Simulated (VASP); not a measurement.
Input for VASP

INCAR:
```
ENCUT = 520
ISMEAR = 0   # Gaussian
NELM = 100   # most electronic steps
IVDW = 12   # D3, Becke-Johnson
LWAVE = .FALSE.
ALGO = Normal   # blocked Davidson
GGA = PE   # PBE
LASPH = .TRUE.
SIGMA = 0.05   # width (eV)
EDIFF = 1E-6   # SCF stop (eV)
EDIFFG = -0.01   # ionic stop
LMAXMIX = 4   # l cut-off of mixed one-centre charges
ISIF = 3   # ions, shape and volume
LREAL = .FALSE.
PREC = Accurate
SYSTEM = PbSe
LCHARG = .FALSE.
NSW = 60   # most ionic steps
IBRION = 2
```

**KPOINTS**
```
Automatic mesh
0
Gamma
7 7 7
0 0 0
```

File POSCAR:
```
PbSe
1
    0.0000000000     3.0600000000     3.0600000000
    3.0600000000     0.0000000000     3.0600000000
    3.0600000000     3.0600000000     0.0000000000
Pb Se
1 1
Direct
  0.0000000000   0.0000000000   0.0000000000
  0.5000000000   0.5000000000   0.5000000000
```

POTCAR, in this order: Pb_d Se (PBE.64 set). Program: vasp_std.

**Question.** Translate this PBE-D3(BJ) calculation to Quantum ESPRESSO's pw.x.

**Answer.** One equivalent input (not run):
```
&CONTROL
  calculation = 'vc-relax'
  pseudo_dir = './pseudo'
  outdir = './out'
  tprnfor = .true.
  tstress = .true.
  nstep = 60
  forc_conv_thr = 0.00039
/
&SYSTEM
  ibrav = 0
  nat = 2
  ntyp = 2
  ecutwfc = 86
  occupations = 'smearing'
  smearing = 'gaussian'
  degauss = 0.003675
  input_dft = 'pbe'
  vdw_corr = 'grimme-d3'
  dftd3_version = 4
  dftd3_threebody = .false.
/
&ELECTRONS
  conv_thr = 7.3e-08
  electron_maxstep = 100
/
&IONS
/
&CELL
/
ATOMIC_SPECIES
  Pb 207.200 Pb.upf
  Se 78.971 Se.upf
CELL_PARAMETERS angstrom
     0.0000000    3.0600000    3.0600000
     3.0600000    0.0000000    3.0600000
     3.0600000    3.0600000    0.0000000
ATOMIC_POSITIONS crystal
  Pb   0.0000000  0.0000000  0.0000000
  Se   0.5000000  0.5000000  0.5000000
K_POINTS automatic
  7 7 7 0 0 0
```
Limits of the translation: the potentials are each code's own (VASP's PAW set, PseudoDojo norm-conserving files in pw.x), so ENCUT and ecutwfc are chosen apart and not converted; conv_thr bounds pw.x's estimated SCF error, while EDIFF bounds the energy change between steps; forc_conv_thr acts on force components and is met together with etot_conv_thr.

The compound is PbSe in the rock salt structure. This run relaxes it. Symmetry was kept, so distortions that lower it aren't found.
